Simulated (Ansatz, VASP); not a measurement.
# Si3N4: VASP beside Ansatz, part 2 of 2

One calculation is typed for both programs; each brings its own data sets. How far apart do they land? The cell is taken from a series of runs on this material, whose earlier steps may have relaxed, scaled, displaced or heated it; both programs get it as it stands.

VASP 6.6.1 and Ansatz 0.2.0.

So far. Step 3 (VASP: single point, LDA, pair 1): The run ends at a pressure of 0.25 GPa, with forces up to 0.0018 eV/Å.

## Step 5: VASP: single point, LDA, pair 2

Level of this step: LDA; plane waves and PAW (Si, N) (VASP).

A single point takes one fixed geometry, so differences don't come from the geometry; what else differs is listed under the comparison. The cell compared in this pair holds 141.20 Å³, against 131.64 Å³ for the pair before.

INCAR

```
SYSTEM = Si3N4
PREC = Accurate
ENCUT = 600
EDIFF = 1E-06
NELM = 120
ISMEAR = -1
SIGMA = 0.02
LREAL = .FALSE.
ALGO = Normal
GGA = PW92
NBANDS = 46
LORBIT = 11
LWAVE = .FALSE.
LCHARG = .FALSE.
ISIF = 2
LASPH = .TRUE.
GGA_COMPAT = .FALSE.
EFERMI = MIDGAP
KPAR = 4
```

POSCAR

```
Si3N4
1.0
   -3.3020970000      3.3020970000      3.2373500000
    3.3020970000     -3.3020970000      3.2373500000
    3.3020970000      3.3020970000     -3.2373500000
Si N
6 8
Direct
    0.2500000000      0.1240450237      0.8740450237
    0.8759549763      0.2500000000      0.1259549763
    0.7500000000      0.3759549763      0.6259549763
    0.6240450237      0.7500000000      0.3740450237
    0.1250000000      0.8750000000      0.2500000000
    0.3750000000      0.6250000000      0.7500000000
    0.5665394157      0.5658420648      0.5670881284
    0.4341579352      0.5012460636      0.0006973509
    0.4987539364      0.9994512873      0.9329118716
    0.0005487127      0.4334605843      0.4993026491
    0.9334605843      0.5005487127      0.9993026491
    0.0658420648      0.0665394157      0.0670881284
    0.0012460636      0.9341579352      0.5006973509
    0.4994512873      0.9987539364      0.4329118716
```

KPOINTS

```
Automatic mesh
0
Gamma
6 6 6
0 0 0
```

PAW data sets: Si and N (LDA family, release 64).

Run with:

```sh
mpirun -np 4 vasp_std
```

Numbers of over 12 decimals in the logs are rounded to 6 here.

Log:

```text
[banner, memory and clock lines left out]
running    4 mpi-ranks, on    1 nodes
[...]
[... a notice as in an earlier step ...]

 LDA part: xc-table for (Slater(with rela. corr.)+PW92), standard interpolation
 POSCAR, INCAR and KPOINTS ok, starting setup
[...]
entering main loop
       N       E                     dE             d eps       ncg     rms          rms(c)
DAV:   1     0.260890599702E+03    0.26089E+03   -0.33764E+04  2760   0.144E+03
DAV:   2    -0.120936911906E+03   -0.38183E+03   -0.36294E+03  3494   0.268E+02
DAV:   3    -0.141669102991E+03   -0.20732E+02   -0.20581E+02  3536   0.639E+01
DAV:   4    -0.141930746914E+03   -0.26164E+00   -0.26079E+00  3576   0.775E+00
[...]
DAV:  11    -0.125042112948E+03    0.72285E-04   -0.50492E-04  3332   0.103E-01    0.334E-02
DAV:  12    -0.125042109295E+03    0.36531E-05   -0.19193E-05  3386   0.214E-02    0.129E-02
DAV:  13    -0.125042109010E+03    0.28482E-06   -0.15195E-06  2046   0.601E-03
   1 F= -.12504211E+03 E0= -.12504211E+03  d E =0.000000E+00
```

From OUTCAR (step 5):

```text
  Total      -15.6670179    -15.6670179    -12.2954201      0.0000000     -0.0000000      0.0000000
  in kB     -177.7737454   -177.7737454   -139.5162046      0.0000000     -0.0000000      0.0000000
  external PRESSURE =    -165.0212318 kB  Pullay stress =       0.0000000 kB

 POSITION                                       TOTAL-FORCE (eV/Angst)
 -----------------------------------------------------------------------------------
      2.47027      3.30210     -1.61868        -0.008100      0.000000      0.000000
     -1.65105      2.48288      3.23735         0.000000      0.008100     -0.000000
      0.83183      3.30210      1.61868         0.008100     -0.000000     -0.000000
      1.65105      0.81922      3.23735         0.000000     -0.008100      0.000000
      3.30210     -1.65105      2.42801         0.000000      0.000000     -0.000000
      3.30210      1.65105      0.80934         0.000000     -0.000000     -0.000000
      1.87028      1.87488      1.83005        -0.009222      0.005539     -0.002325
      0.22383     -0.21923      3.02597         0.005539      0.009222      0.002325
      4.73392      1.42721      1.83005         0.009222     -0.005539     -0.002325
      3.07826      0.21923     -0.21138        -0.005539     -0.009222      0.002325
      1.87028      4.72931      1.40730        -0.009222     -0.005539      0.002325
      0.22383      0.21923      0.21138         0.005539     -0.009222     -0.002325
      4.73392     -1.42721      1.40730         0.009222      0.005539      0.002325
      3.07826     -0.21923      3.44873        -0.005539      0.009222     -0.002325
 -----------------------------------------------------------------------------------
    total drift:                               -0.000001     -0.000001     -0.000001

  FREE ENERGIE OF THE ION-ELECTRON SYSTEM (eV)
  ---------------------------------------------------
  free  energy   TOTEN  =      -125.0421090103 eV

  energy  without entropy=     -125.0421090103  energy(sigma->0) =     -125.04210901

[... 1 part as in an earlier step ...]

[... 2 further parts left out ...]
[key lines of the parts left out:]
E-fermi :   9.0061
```

The run ends at a pressure of -16.50 GPa, with forces up to 0.011 eV/Å.

## Step 6: Ansatz: single point, LDA, pair 2

The same cell, functional (in two slightly different forms), mesh and smearing now go to Ansatz, which takes its cutoff from its data sets.

The cell is taken from a series of runs on this material, whose earlier steps may have relaxed, scaled, displaced or heated it; both programs get it as it stands.

input.yaml

```yaml
crystal:
  lattice:
    - [-3.302097, 3.302097, 3.23735]
    - [3.302097, -3.302097, 3.23735]
    - [3.302097, 3.302097, -3.23735]
  atoms:
    - { symbol: Si, position: [0.25, 0.1240450237, 0.8740450237] }
    - { symbol: Si, position: [0.8759549763, 0.25, 0.1259549763] }
    - { symbol: Si, position: [0.75, 0.3759549763, 0.6259549763] }
    - { symbol: Si, position: [0.6240450237, 0.75, 0.3740450237] }
    - { symbol: Si, position: [0.125, 0.875, 0.25] }
    - { symbol: Si, position: [0.375, 0.625, 0.75] }
    - { symbol: "N", position: [0.5665394157, 0.5658420648, 0.5670881284] }
    - { symbol: "N", position: [0.4341579352, 0.5012460636, 0.0006973509] }
    - { symbol: "N", position: [0.4987539364, -0.0005487127, 0.9329118716] }
    - { symbol: "N", position: [0.0005487127, 0.4334605843, 0.4993026491] }
    - { symbol: "N", position: [0.9334605843, 0.5005487127, -0.0006973509] }
    - { symbol: "N", position: [0.0658420648, 0.0665394157, 0.0670881284] }
    - { symbol: "N", position: [0.0012460636, 0.9341579352, 0.5006973509] }
    - { symbol: "N", position: [0.4994512873, -0.0012460636, 0.4329118716] }
kpoints:
  mp_grid: { grid: [6, 6, 6] }
  band_path:
    path:
      - [0.0, 0.0, 0.0]
      - [0.5, -0.5, 0.5]
      - [0.0, 0.0, 0.5]
      - [0.25, 0.25, 0.25]
      - [0.0, 0.3333333333, 0.3333333333]
      - [0.15, -0.15, 0.15]
      - [0.0, 0.0, 0.2]
    npoints: 1
hamiltonian:
  xc: lda
  pseudopotentials: { kind: paw, azcp: { folder: soft_1 }, xc_functional: pbe }
scf:
  occupations: { method: fermi_dirac, width: 0.02 }
  n_extra_bands: 8
output:
  eigenvalues: true
  forces: true
  stress: true
  write_density: true
  write_potential: true
  elf: true
  volumetric_format: npy
```

Run with:

```sh
ansatz run input.yaml --threads 3 --pin off --max-ram 92160MiB --backend cuda --events-out ev --progress --plain --runs-dir out --devices 1 --max-vram 13GiB
```

Log:

```text
[...]
GPUs: using 1 of 1 available (devices: 1).
[...]
GPU FFT provider: cuFFT
GPU libraries: cuBLAS 13.8.2, cuFFT 12.4.0, cuSOLVER 12.3.4
Crystal: 14 atoms, lattice volume = 141.198 Å³
Basis set: ecut = 420 eV, 2755 PW (Γ)
Bands: 40, of which v1, the nominal top of the filled ones, is band 32 counted from 1 (31 counted from 0)
Symmetry: 8 space group operations
[...]
k-point 0: bands = [... 28 lower, 8.3733, 8.3733, 8.4054, 8.4720, 12.7206, 12.8420, 12.8780, 12.8780, ... 4 higher]
  k-point 1: bands = [... 28 lower, 8.0310, 8.2273, 8.4097, 8.4476, 12.4006, 12.6516, 13.0931, 13.1907, ... 4 higher]
  k-point 2: bands = [... 28 lower, 7.2754, 7.7721, 8.4882, 8.5066, 12.6798, 12.8739, 13.6432, 13.9526, ... 4 higher]
  k-point 29: bands = [... 28 lower, 6.7807, 6.7807, 7.3716, 7.3716, 13.5674, 13.5674, 13.6326, 13.6326, ... 4 higher]
[key lines of the parts left out:]
SCF converged after 8 iterations
Free energy (F): -6659.076045 eV
Fermi energy:    10.450535 eV
P = ⅓ Tr σ = -16.5368 GPa (-165.368 kbar)
```

## Step 7: Differences

Compared:

```
              quantity  Ansatz    VASP  difference
        pressure (GPa)  -16.54  -16.50       -0.03
gap on the k mesh (eV)   3.759   3.755      +0.004
```

A gap on the mesh is an upper bound, since the band edges may lie between its points.

## Step 8: Ansatz: single point, LDA, pair 3

A single point takes one fixed geometry, so differences don't come from the geometry; what else differs is listed under the comparison.

The cell is taken from a series of runs on this material, whose earlier steps may have relaxed, scaled, displaced or heated it; both programs get it as it stands.

input.yaml, the sections that differ from step 6:

```yaml
crystal:
  lattice:
    - [-3.366844, 3.23735, 3.23735]
    - [3.366844, -3.23735, 3.23735]
    - [3.366844, 3.23735, -3.23735]
  atoms:
    - { symbol: Si, position: [0.25, 0.125, 0.875] }
    - { symbol: Si, position: [0.877126457, 0.25, 0.127126457] }
    - { symbol: Si, position: [0.75, 0.375, 0.625] }
    - { symbol: Si, position: [0.622873543, 0.75, 0.372873543] }
    - { symbol: Si, position: [0.122873543, 0.872873543, 0.25] }
    - { symbol: Si, position: [0.377126457, 0.627126457, 0.75] }
    - { symbol: "N", position: [0.5651055687, 0.5660451828, 0.5674854226] }
    - { symbol: "N", position: [0.4348944313, 0.5009396141, 0.0023798539] }
    - { symbol: "N", position: [0.4985597602, -0.0023798539, 0.9325145774] }
    - { symbol: "N", position: [-0.0014402398, 0.4325145774, 0.4976201461] }
    - { symbol: "N", position: [0.9348944313, 0.5023798539, 0.0009396141] }
    - { symbol: "N", position: [0.0651055687, 0.0674854226, 0.0660451828] }
    - { symbol: "N", position: [0.0014402398, 0.9339548172, 0.4990603859] }
    - { symbol: "N", position: [0.5014402398, -0.0009396141, 0.4339548172] }
output:
  eigenvalues: true
  forces: true
  stress: true
# kpoints, hamiltonian, scf: as in step 6
```

Log:

```text
[...]
GPUs: using 1 of 1 available (devices: 1).
[...]
GPU FFT provider: cuFFT
GPU libraries: cuBLAS 13.8.2, cuFFT 12.4.0, cuSOLVER 12.3.4
Crystal: 14 atoms, lattice volume = 141.144 Å³
Basis set: ecut = 420 eV, 2755 PW (Γ)
Bands: 40, of which v1, the nominal top of the filled ones, is band 32 counted from 1 (31 counted from 0)
Symmetry: 8 space group operations
[...]
k-point 0: bands = [... 28 lower, 8.3504, 8.4126, 8.4126, 8.4752, 12.6865, 12.8226, 12.8226, 12.9337, ... 4 higher]
  k-point 1: bands = [... 28 lower, 8.0370, 8.2319, 8.4164, 8.4539, 12.4023, 12.6357, 13.0791, 13.1650, ... 4 higher]
  k-point 2: bands = [... 28 lower, 7.2812, 7.7785, 8.4853, 8.5177, 12.6785, 12.8733, 13.6349, 13.8573, ... 4 higher]
  k-point 29: bands = [... 28 lower, 6.8351, 6.8351, 7.3888, 7.3888, 13.5565, 13.5565, 13.6199, 13.6199, ... 4 higher]
[key lines of the parts left out:]
SCF converged after 8 iterations
Free energy (F): -6659.017101 eV
Fermi energy:    10.453832 eV
P = ⅓ Tr σ = -16.5874 GPa (-165.874 kbar)
```

## Step 9: VASP: single point, LDA, pair 3

The same cell, functional (in two slightly different forms), mesh and smearing now go to VASP, with its own data sets.

INCAR is that of step 5.

POSCAR

```
Si3N4
1.0
   -3.3668440000      3.2373500000      3.2373500000
    3.3668440000     -3.2373500000      3.2373500000
    3.3668440000      3.2373500000     -3.2373500000
Si N
6 8
Direct
    0.2500000000      0.1250000000      0.8750000000
    0.8771264570      0.2500000000      0.1271264570
    0.7500000000      0.3750000000      0.6250000000
    0.6228735430      0.7500000000      0.3728735430
    0.1228735430      0.8728735430      0.2500000000
    0.3771264570      0.6271264570      0.7500000000
    0.5651055687      0.5660451828      0.5674854226
    0.4348944313      0.5009396141      0.0023798539
    0.4985597602      0.9976201461      0.9325145774
    0.9985597602      0.4325145774      0.4976201461
    0.9348944313      0.5023798539      0.0009396141
    0.0651055687      0.0674854226      0.0660451828
    0.0014402398      0.9339548172      0.4990603859
    0.5014402398      0.9990603859      0.4339548172
```

KPOINTS is that of step 5.

Run with:

```sh
mpirun -np 4 vasp_std
```

Log:

```text
[... set-up lines as in an earlier step ...]
 entering main loop
       N       E                     dE             d eps       ncg     rms          rms(c)
DAV:   1     0.254327333855E+03    0.25433E+03   -0.33816E+04  2760   0.144E+03
DAV:   2    -0.120879836308E+03   -0.37521E+03   -0.35580E+03  3474   0.265E+02
DAV:   3    -0.141594476976E+03   -0.20715E+02   -0.20549E+02  3520   0.636E+01
DAV:   4    -0.141861525197E+03   -0.26705E+00   -0.26606E+00  3528   0.780E+00
[...]
DAV:  11    -0.124983060706E+03    0.67626E-04   -0.46913E-04  3320   0.101E-01    0.339E-02
DAV:  12    -0.124983057174E+03    0.35317E-05   -0.17502E-05  3404   0.206E-02    0.133E-02
DAV:  13    -0.124983056858E+03    0.31633E-06   -0.15585E-06  2038   0.608E-03
   1 F= -.12498306E+03 E0= -.12498306E+03  d E =0.000000E+00
```

OUTCAR, selected parts (step 9):

```text
  Total      -19.0250049    -12.3591037    -12.3591037      0.0000000      0.0000000     -0.0000000
  in kB     -215.9598734   -140.2927617   -140.2927617      0.0000000      0.0000000     -0.0000000
  external PRESSURE =    -165.5151322 kB  Pullay stress =       0.0000000 kB

 POSITION                                       TOTAL-FORCE (eV/Angst)
 -----------------------------------------------------------------------------------
      2.52513      3.23735     -1.61868        -0.000000     -0.000000      0.000000
     -1.68342      2.44178      3.23735         0.000000      0.008670      0.000000
      0.84171      3.23735      1.61868        -0.000000     -0.000000      0.000000
      1.68342      0.79557      3.23735        -0.000000     -0.008670      0.000000
      3.36684     -1.61867      2.41424        -0.000000     -0.000000     -0.008670
      3.36684      1.61868      0.82311         0.000000     -0.000000      0.008670
      1.91380      1.83411      1.82478        -0.000217     -0.002852     -0.004557
      0.23038     -0.20611      3.02192        -0.000217      0.004557      0.002852
      4.81989      1.40324      1.82478         0.000217      0.002852     -0.004557
     -0.23038      3.44346      3.02192         0.000217     -0.004557      0.002852
     -1.45305      1.40324      4.64992        -0.000217      0.002852      0.004557
      0.23038      0.20611      0.21543        -0.000217     -0.004557     -0.002852
      4.81989     -1.40324      1.41257         0.000217     -0.002852      0.004557
      3.13647     -0.20611      3.45278         0.000217      0.004557     -0.002852
 -----------------------------------------------------------------------------------
    total drift:                               -0.000001     -0.000001     -0.000001

  FREE ENERGIE OF THE ION-ELECTRON SYSTEM (eV)
  ---------------------------------------------------
  free  energy   TOTEN  =      -124.9830568577 eV

  energy  without entropy=     -124.9830568577  energy(sigma->0) =     -124.98305686

[... 1 part as in an earlier step ...]

[... 2 further parts left out ...]
[key lines of the parts left out:]
E-fermi :   9.0089
```

The run ends at a pressure of -16.55 GPa, with forces up to 0.0087 eV/Å.

## Step 10: Side by side

The two programs side by side:

```
              quantity  Ansatz    VASP  difference
        pressure (GPa)  -16.59  -16.55       -0.04
gap on the k mesh (eV)   3.756   3.753      +0.003
```

The largest component of a force difference here is 3 meV/Å. A gap on the mesh is an upper bound, since the band edges may lie between its points.

## Step 11: What came out

```yaml
difference_in_gap_on_the_k_mesh_single_point_lda_pair_1: 0.011 eV
difference_in_gap_on_the_k_mesh_single_point_lda_pair_2: 0.0037 eV
difference_in_gap_on_the_k_mesh_single_point_lda_pair_3: 0.0033 eV
```

**Reading.** The difference in gap on the k mesh is 0.011 eV (single point, LDA, pair 1), within the 0.08 eV picked in this series as the mark of a large difference. 1 further pair of this series is not shown here. Such differences can come from data sets, numerical settings and the points named under the comparisons, not from the functional's error against experiment.

[Lines on the potential files, build, host, timing and source positions are cut from VASP's logs without a mark.]

[Logs are printed without paths, hosts, clocks, repeated set-up lines and the standing remarks that a program may print on its own settings, such as how far it seeks lower states.]

[Hosts, paths, dates, database ids (printed as entryN), source tags and the programs' standing remarks are cut or masked in the printed files.]
